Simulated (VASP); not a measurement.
A convergence study with VASP on HgSe (zinc blende): one setting is varied, all else stays as given below, so the limit is that of these other settings. Each run relaxes cell and ions from the cell shown.

```
HgSe
1.0
    0.00000     3.04000     3.04000
    3.04000     0.00000     3.04000
    3.04000     3.04000     0.00000
Hg Se
1 1
Direct
  0.00000   0.00000   0.00000
  0.25000   0.25000   0.25000
```

Level of theory: PBE GGA, VASP's PBE PAW potentials (set 64) (plane waves; VASP). The tightest run used: 550 eV cut-off, 11×11×11 Γ-centred mesh, Gaussian smearing of 0.050 eV, potentials Hg Se.

**Question.** The settings run are 2×2×2 mesh; 3×3×3 mesh; 4×4×4 mesh; 5×5×5 mesh; 7×7×7 mesh; 8×8×8 mesh; 9×9×9 mesh; 10×10×10 mesh; 11×11×11 mesh. From which on does the relaxed volume stay within 0.05 Å³/atom of the tightest run?

**Answer.** From 7×7×7 mesh on: it is off by 0.013 there and by no more than 0.05 in any finer run, while 5×5×5 mesh is off by 0.077.
```json
[
 {"setting": "2×2×2 mesh", "relaxed volume (Å³/atom)": "34.120", "E (eV/atom)": "-1.5732", "irreducible k-points": "3", "difference judged (Å³/atom)": "3.334"},
 {"setting": "3×3×3 mesh", "relaxed volume (Å³/atom)": "31.558", "E (eV/atom)": "-1.9392", "irreducible k-points": "4", "difference judged (Å³/atom)": "0.773"},
 {"setting": "4×4×4 mesh", "relaxed volume (Å³/atom)": "31.012", "E (eV/atom)": "-2.0155", "irreducible k-points": "8", "difference judged (Å³/atom)": "0.226"},
 {"setting": "5×5×5 mesh", "relaxed volume (Å³/atom)": "30.863", "E (eV/atom)": "-2.0347", "irreducible k-points": "10", "difference judged (Å³/atom)": "0.077"},
 {"setting": "7×7×7 mesh", "relaxed volume (Å³/atom)": "30.799", "E (eV/atom)": "-2.0425", "irreducible k-points": "20", "difference judged (Å³/atom)": "0.013"},
 {"setting": "8×8×8 mesh", "relaxed volume (Å³/atom)": "30.791", "E (eV/atom)": "-2.0433", "irreducible k-points": "29", "difference judged (Å³/atom)": "0.006"},
 {"setting": "9×9×9 mesh", "relaxed volume (Å³/atom)": "30.788", "E (eV/atom)": "-2.0436", "irreducible k-points": "35", "difference judged (Å³/atom)": "0.002"},
 {"setting": "10×10×10 mesh", "relaxed volume (Å³/atom)": "30.786", "E (eV/atom)": "-2.0438", "irreducible k-points": "47", "difference judged (Å³/atom)": "0.001"},
 {"setting": "11×11×11 mesh", "relaxed volume (Å³/atom)": "30.786", "E (eV/atom)": "-2.0439", "irreducible k-points": "56", "difference judged (Å³/atom)": "0.000"}
]
```

Left out are rungs that failed or repeat a setting and relaxations that didn't move; long series are thinned to 24 rows.

The compound is HgSe in the zinc blende structure.
